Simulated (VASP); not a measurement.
Input:

```
ZnS
1.0
    1.91000    -3.30822     0.00000
    1.91000     3.30822     0.00000
    0.00000     0.00000     6.26000
Zn S
2 2
Direct
  0.66667   0.33333   0.50000
  0.33333   0.66667   0.00000
  0.66667   0.33333   0.87500
  0.33333   0.66667   0.37500
```

Level of theory: PBEsol GGA, VASP's PBE PAW potentials (set 64) (plane waves; VASP 6.6.1). Run with 300 eV cut-off, 8×8×5 Γ-centred mesh, Fermi-Dirac smearing of 0.050 eV, potentials Zn S.

At this cut-off the stress carries a Pulay error, which pulls relaxed volumes low.

Q: Give the stress tensor in GPa (positive for a compressed cell).

A: 
```
-2.21   0.00   0.00
 0.00  -2.21   0.00
 0.00   0.00  -2.23
```
The pressure is its mean diagonal, -2.21 GPa.

The structure is a typed ZnS crystal (P6_3mc). The cell was not relaxed at this level.
